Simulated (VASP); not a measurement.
Given:

```
CELL_PARAMETERS angstrom
      0.00000     2.36536     2.36536
      2.36536     0.00000     2.36536
      2.36536     2.36536     0.00000
ATOMIC_POSITIONS crystal
  Be 0.00000 0.00000 0.00000
  S  0.25000 0.25000 0.25000
```

Method: PBE GGA, VASP's PBE PAW potentials (set 64) (plane waves; VASP). Run with 500 eV cut-off, 10×10×10 Γ-centred mesh, Gaussian smearing of 0.050 eV, potentials Be S.

Q: Estimate the energy per atom (σ→0), pressure, band gap (on the k-mesh) with the smallest direct gap where there is one.

A: 
```
Item                                         Result
-----------------------------------  --------------
band gap (on the k-mesh)                    2.93 eV
smallest direct gap (on the k-mesh)         5.63 eV
energy per atom (σ→0)                -4.970 eV/atom
pressure                                  10.00 GPa
```

Total energies compare only between runs with the same potentials, cut-off and functional.

The compound is BeS in the zinc blende structure. It was relaxed first under an external pressure of 10 GPa.
